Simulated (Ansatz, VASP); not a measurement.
# Cross-check of H20C30S7 (amorphous polythiophene at 400 K) between VASP and Ansatz, part 2 of 2

Wanted: the spread between two codes on one cell, functional and k mesh. The structure shown is the start of the Ansatz relaxation below; VASP solves that cell, so the two are compared at the walk's first step.

VASP 6.6.1 and Ansatz 0.2.0.

So far. Step 3 (VASP: single point, PBE with D3(BJ), start cell, pair 1): The run ends at a pressure of -6.39 GPa, with forces up to 1.2 eV/Å.

### Step 6. VASP: single point, PBE with D3(BJ), start cell, pair 2

Level of this step: PBE with D3(BJ); plane waves and PAW (C, S, H) (VASP).

The same cell, functional and mesh now go to VASP, with its own data sets.

INCAR

```
SYSTEM = H20C30S7
PREC = Accurate
ENCUT = 520
EDIFF = 1E-06
NELM = 120
ISMEAR = 0
SIGMA = 0.01
LREAL = Auto
ALGO = Normal
GGA = PE
IVDW = 12
NBANDS = 272
LORBIT = 11
LWAVE = .FALSE.
LCHARG = .FALSE.
ISIF = 2
LASPH = .TRUE.
GGA_COMPAT = .FALSE.
EFERMI = MIDGAP
NCORE = 4
```

POSCAR

```
H20C30S7
1.0
   10.7306700000     -0.9544200000      0.0701700000
   -0.9544200000     10.6141700000     -0.0694800000
    0.0701700000     -0.0694800000     11.3107300000
C S H
60 14 40
Direct
    0.9562132163      0.4621865023      0.3108389323
    0.9190363771      0.4739397222      0.1904156981
    0.8081822621      0.4901167732      0.1487828959
    0.8038245610      0.4918544337      0.0279265509
    0.9119777010      0.4768244338      0.9756166301
    0.9401711522      0.4672855486      0.8553555067
    0.8693824881      0.4046966550      0.7694740971
    0.9296766344      0.4099062456      0.6622423908
    0.0470559697      0.4762867048      0.6646070132
    0.1406655625      0.4936898493      0.5764818954
    0.2211927327      0.5993413054      0.5469161707
    0.3098363846      0.5781351659      0.4650387386
    0.2972432706      0.4562207557      0.4304797885
    0.3793379705      0.3952532445      0.3617930982
    0.3635676299      0.3310223239      0.2595135672
    0.4616660011      0.2706466725      0.2298003248
    0.5537801645      0.2876982082      0.3100003729
    0.6627398617      0.2349722202      0.3138012678
    0.7278789970      0.1923981052      0.2251572225
    0.8284183646      0.1425496875      0.2617668564
    0.8431702512      0.1472186138      0.3794594595
    0.9371589774      0.1096086411      0.4456171408
    0.9478739102      0.1025242875      0.5633333194
    0.0553998847      0.0634783295      0.5972225546
    0.1293045363      0.0404811026      0.5060804500
    0.2417680711      0.9938212619      0.5071897071
    0.2887105076      0.9308713976      0.5926335549
    0.4007945180      0.8952141619      0.5617299439
    0.4403757407      0.9289437310      0.4528391929
    0.5494068101      0.9026520526      0.3891406115
[... 78 atom lines left out ...]
    0.0840241841      0.7321458412      0.3083774006
    0.0587965588      0.7882217096      0.5296864031
    0.9626386483      0.7373790613      0.7340980417
    0.7518009015      0.6803727692      0.8341741365
    0.6655116924      0.5573509193      0.7547457844
    0.6241053400      0.7047355827      0.7545288020
```

KPOINTS

```
Automatic mesh
0
Gamma
1 1 1
0 0 0
```

Potentials, in the order of the species: C, S and H (PBE family, release 64).

Command:

```
mpirun -np 16 vasp_gam
```

Numbers of over 12 decimals in the logs are rounded to 6 here.

Log:

```text
[... set-up lines as in an earlier step ...]
 entering main loop
       N       E                     dE             d eps       ncg     rms          rms(c)
DAV:   1     0.269461283844E+04    0.26946E+04   -0.19084E+05   544   0.125E+03
DAV:   2    -0.512172359757E+03   -0.32068E+04   -0.30188E+04   680   0.290E+02
DAV:   3    -0.818290449051E+03   -0.30612E+03   -0.30207E+03   688   0.904E+01
DAV:   4    -0.826418105096E+03   -0.81277E+01   -0.80837E+01   672   0.167E+01
[...]
DAV:  16    -0.732517610826E+03   -0.62329E-05   -0.50630E-05   624   0.168E-02    0.232E-02
DAV:  17    -0.732517609232E+03    0.15934E-05   -0.17024E-05   672   0.853E-03    0.289E-02
DAV:  18    -0.732517609023E+03    0.20898E-06   -0.25201E-06   472   0.308E-03
   1 F= -.74374194E+03 E0= -.74374194E+03  d E =0.000000E+00
```

OUTCAR, selected parts (step 6):

```text
  FREE ENERGIE OF THE ION-ELECTRON SYSTEM (eV)
  ---------------------------------------------------
  free  energy   TOTEN  =      -743.7419389392 eV

  energy  without entropy=     -743.7419389392  energy(sigma->0) =     -743.74193894
```

The run ends at a pressure of 15.27 GPa, with forces up to 2.2 eV/Å.

### Step 7. Comparison

Forces on 7 of the 114 atoms, those with the largest forces and the largest differences (eV/Å; atoms numbered as in POSCAR):

```csv
atom,"Ansatz x, y, z","VASP x, y, z"
S61,"2.314, -0.524, -0.086","2.169, -0.491, -0.081"
S62,"1.808, 1.150, 0.962","1.688, 1.070, 0.899"
S63,"-0.734, -2.228, -0.067","-0.687, -2.081, -0.069"
S64,"1.029, 0.813, 1.926","0.962, 0.762, 1.799"
S66,"0.659, -0.186, -2.255","0.618, -0.172, -2.108"
S72,"-1.780, 0.156, 1.509","-1.664, 0.141, 1.406"
S73,"-2.251, 0.462, 0.416","-2.101, 0.426, 0.388"
```

The forces differ by 50 meV/Å r.m.s., which is 6.0 % of the r.m.s. force of 0.842 eV/Å (both taken over all components).

### Step 8. Ansatz: relaxation, PBE with D3(BJ)

The two programs are compared at the cell with which this relaxation starts, whose forces are those of its first step. The cell compared in this pair holds 1377.25 Å³, against 1277.86 Å³ for the pair before.

The structure compared here is the start of the Ansatz relaxation; VASP solves that cell, so the two are compared at the walk's first step.

input.yaml

```yaml
crystal:
  lattice:
    - [11.00196, -0.97854, 0.07195]
    - [-0.97854, 10.88251, -0.07123]
    - [0.07195, -0.07123, 11.59668]
  atoms:
    - { symbol: C, position: [0.95621, 0.46219, 0.31084] }
    - { symbol: C, position: [0.91904, 0.47394, 0.19042] }
    - { symbol: C, position: [0.80818, 0.49012, 0.14878] }
    - { symbol: C, position: [0.80382, 0.49185, 0.02793] }
    - { symbol: C, position: [0.91198, 0.47682, 0.97562] }
    - { symbol: S, position: [0.01963, 0.46142, 0.07886] }
    - { symbol: C, position: [0.94017, 0.46729, 0.85536] }
    - { symbol: C, position: [0.86938, 0.4047, 0.76947] }
    - { symbol: C, position: [0.92968, 0.40991, 0.66224] }
    - { symbol: C, position: [0.04706, 0.47629, 0.66461] }
    - { symbol: S, position: [0.08146, 0.53516, 0.801] }
    - { symbol: C, position: [0.14067, 0.49369, 0.57648] }
    - { symbol: C, position: [0.22119, 0.59934, 0.54692] }
    - { symbol: C, position: [0.30984, 0.57814, 0.46504] }
    - { symbol: C, position: [0.29724, 0.45622, 0.43048] }
    - { symbol: S, position: [0.17592, 0.36731, 0.50208] }
    - { symbol: C, position: [0.37934, 0.39525, 0.36179] }
    - { symbol: C, position: [0.36357, 0.33102, 0.25951] }
    - { symbol: C, position: [0.46167, 0.27065, 0.2298] }
    - { symbol: C, position: [0.55378, 0.2877, 0.31] }
    - { symbol: S, position: [0.51909, 0.38243, 0.42054] }
    - { symbol: C, position: [0.66274, 0.23497, 0.3138] }
    - { symbol: C, position: [0.72788, 0.1924, 0.22516] }
    - { symbol: C, position: [0.82842, 0.14255, 0.26177] }
    - { symbol: C, position: [0.84317, 0.14722, 0.37946] }
    - { symbol: S, position: [0.72819, 0.21233, 0.44442] }
    - { symbol: C, position: [0.93716, 0.10961, 0.44562] }
    - { symbol: C, position: [0.94787, 0.10252, 0.56333] }
    - { symbol: C, position: [0.0554, 0.06348, 0.59722] }
    - { symbol: C, position: [0.1293, 0.04048, 0.50608] }
[... 78 atom lines left out ...]
    - { symbol: H, position: [0.08402, 0.73215, 0.30838] }
    - { symbol: H, position: [0.0588, 0.78822, 0.52969] }
    - { symbol: H, position: [0.96264, 0.73738, 0.7341] }
    - { symbol: H, position: [0.7518, 0.68037, 0.83417] }
    - { symbol: H, position: [0.66551, 0.55735, 0.75475] }
    - { symbol: H, position: [0.62411, 0.70474, 0.75453] }
kpoints:
  mp_grid: { grid: [1, 1, 1] }
hamiltonian:
  xc: pbe
  dispersion: d3bj
scf:
  occupations: { method: fixed }
output:
  forces: true
  eigenvalues: true
  stress: true
relax:
  f_tol: 0.05
  max_steps: 70
```

Command:

```
ansatz run input.yaml --threads 4 --pin off --max-ram 8192MiB --backend cpu --events-out ev --progress --plain --runs-dir out
```

Log:

```text
[...]
Crystal: 114 atoms, lattice volume = 1377.252 Å³
Basis set: ecut = 420 eV, 26949 PW (Γ), exchange–correlation on 150×150×160 points (8 copies of the dense FFT grid, shifted against one another)
Bands: 296, of which v1, the nominal top of the filled ones, is band 182 counted from 1 (181 counted from 0)
Symmetry: 1 space group operations
[...]
k-points: 1
[...]
- { symbol: S, position: [0.786799, 0.801623, 0.257791] }
[...]
- { symbol: C, position: [0.964329, 0.755157, 0.550519] }
    - { symbol: C, position: [0.911386, 0.731397, 0.661458] }
    - { symbol: C, position: [0.786009, 0.691696, 0.661215] }
    - { symbol: S, position: [0.732886, 0.681350, 0.520605] }
    - { symbol: C, position: [0.701204, 0.657467, 0.761193] }
[...]
- { symbol: H, position: [0.963634, 0.743054, 0.740831] }
    - { symbol: H, position: [0.750559, 0.684273, 0.841597] }
    - { symbol: H, position: [0.665964, 0.556933, 0.763360] }
    - { symbol: H, position: [0.621177, 0.704379, 0.759506] }
```

### Step 9. VASP: single point, PBE with D3(BJ), start cell, pair 3

The same cell, functional and mesh now go to VASP, with its own data sets.

INCAR is that of step 6.

POSCAR

```
H20C30S7
1.0
   11.0019600000     -0.9785400000      0.0719500000
   -0.9785400000     10.8825100000     -0.0712300000
    0.0719500000     -0.0712300000     11.5966800000
C S H
60 14 40
Direct
    0.9562123961      0.4621942251      0.3108409142
    0.9190426959      0.4739424654      0.1904194821
    0.8081830297      0.4901201169      0.1487807275
    0.8038190423      0.4918496346      0.0279303792
    0.9119822438      0.4768205570      0.9756194709
    0.9401708274      0.4672931224      0.8553603271
    0.8693769007      0.4046979312      0.7694680689
    0.9296761918      0.4099051442      0.6622418952
    0.0470594889      0.4762862227      0.6646074512
    0.1406676628      0.4936923143      0.5764791876
    0.2211901412      0.5993378949      0.5469217231
    0.3098424281      0.5781403197      0.4650372152
    0.2972431666      0.4562207838      0.4304775126
    0.3793354040      0.3952456879      0.3617897681
    0.3635667328      0.3310219129      0.2595070369
    0.4616728231      0.2706484302      0.2298037825
    0.5537758119      0.2876976861      0.3099980802
    0.6627410206      0.2349706696      0.3138012556
    0.7278767297      0.1923999884      0.2251621947
    0.8284210683      0.1425488185      0.2617687870
    0.8431731131      0.1472185942      0.3794637840
    0.9371595423      0.1096060930      0.4456170743
    0.9478661908      0.1025178253      0.5633339346
    0.0554038470      0.0634830250      0.5972170991
    0.1293045505      0.0404849573      0.5060827997
    0.2417656315      0.9938152436      0.5071877833
    0.2887081893      0.9308721521      0.5926293964
    0.4007903542      0.8952072251      0.5617322151
    0.4403780302      0.9289385971      0.4528436671
    0.5494097352      0.9026537125      0.3891429266
[... 78 atom lines left out ...]
    0.0840164363      0.7321453859      0.3083818587
    0.0587976700      0.7882157240      0.5296872996
    0.9626411651      0.7373825586      0.7341033578
    0.7517975236      0.6803652541      0.8341672431
    0.6655074768      0.5573518120      0.7547519554
    0.6241097082      0.7047419378      0.7545257845
```

KPOINTS is that of step 6.

Command:

```
mpirun -np 16 vasp_gam
```

Log:

```text
[... set-up lines as in an earlier step ...]
 entering main loop
       N       E                     dE             d eps       ncg     rms          rms(c)
DAV:   1     0.262561264272E+04    0.26256E+04   -0.18768E+05   552   0.124E+03
DAV:   2    -0.505062373184E+03   -0.31307E+04   -0.29495E+04   680   0.282E+02
DAV:   3    -0.810046285241E+03   -0.30498E+03   -0.30092E+03   688   0.892E+01
DAV:   4    -0.818577712701E+03   -0.85314E+01   -0.84846E+01   688   0.169E+01
[...]
DAV:  16    -0.738806692765E+03   -0.20357E-05   -0.41641E-05   656   0.156E-02    0.115E-02
DAV:  17    -0.738806691275E+03    0.14904E-05   -0.11830E-05   664   0.742E-03    0.132E-02
DAV:  18    -0.738806691406E+03   -0.13108E-06   -0.16571E-06   472   0.332E-03
   1 F= -.74954708E+03 E0= -.74954708E+03  d E =0.000000E+00
```

Parts of OUTCAR (step 9):

```text
  FREE ENERGIE OF THE ION-ELECTRON SYSTEM (eV)
  ---------------------------------------------------
  free  energy   TOTEN  =      -749.5470808204 eV

  energy  without entropy=     -749.5470808204  energy(sigma->0) =     -749.54708082
```

The run ends at a pressure of 3.77 GPa, with forces up to 0.51 eV/Å.

### Step 10. Differences

Forces on 8 of the 114 atoms, those with the largest forces and the largest differences (eV/Å; atoms numbered as in POSCAR):

```csv
atom,"Ansatz x, y, z","VASP x, y, z"
S61,"0.609, -0.145, -0.026","0.492, -0.117, -0.023"
S62,"0.504, 0.269, 0.269","0.405, 0.205, 0.218"
S63,"-0.203, -0.586, -0.028","-0.168, -0.463, -0.029"
S64,"0.262, 0.213, 0.505","0.210, 0.170, 0.399"
S66,"0.180, -0.045, -0.599","0.148, -0.034, -0.479"
S71,"0.015, 0.120, 0.598","0.011, 0.097, 0.478"
S72,"-0.467, 0.035, 0.393","-0.376, 0.025, 0.310"
S73,"-0.598, 0.114, 0.109","-0.481, 0.086, 0.085"
```

The forces differ by 43 meV/Å r.m.s., which is 18.7 % of the r.m.s. force of 0.230 eV/Å (both taken over all components).

### Step 11. Results

```yaml
r_m_s_force_difference_single_point_pbe_with_d3_bj_start_cell_pair_1: 9.2 % of the r.m.s. force
r_m_s_force_difference_single_point_pbe_with_d3_bj_start_cell_pair_2: 6.0 % of the r.m.s. force
r_m_s_force_difference_single_point_pbe_with_d3_bj_start_cell_pair_3: 19 % of the r.m.s. force
```

What this shows: The r.m.s. force difference is 19 % of the r.m.s. force (single point, PBE with D3(BJ), start cell, pair 3), beyond the 3 % picked in this series as the mark of a large difference. What causes the difference of the single point, PBE with D3(BJ), start cell, pair 1 pair stays open here. What causes the difference of the single point, PBE with D3(BJ), start cell, pair 2 pair stays open here. What causes the difference of the single point, PBE with D3(BJ), start cell, pair 3 pair stays open here. 4 further pairs of this series are not shown here. How closely two codes agree says nothing of how well the functional describes the real material.

[Lines on the potential files, build, host, timing and source positions are cut from VASP's logs without a mark.]

[Logs are printed without paths, hosts, clocks, repeated set-up lines and the standing remarks that a program may print on its own settings, such as how far it seeks lower states.]

[Hosts, paths, dates, database ids (printed as entryN), source tags and the programs' standing remarks are cut or masked in the printed files.]
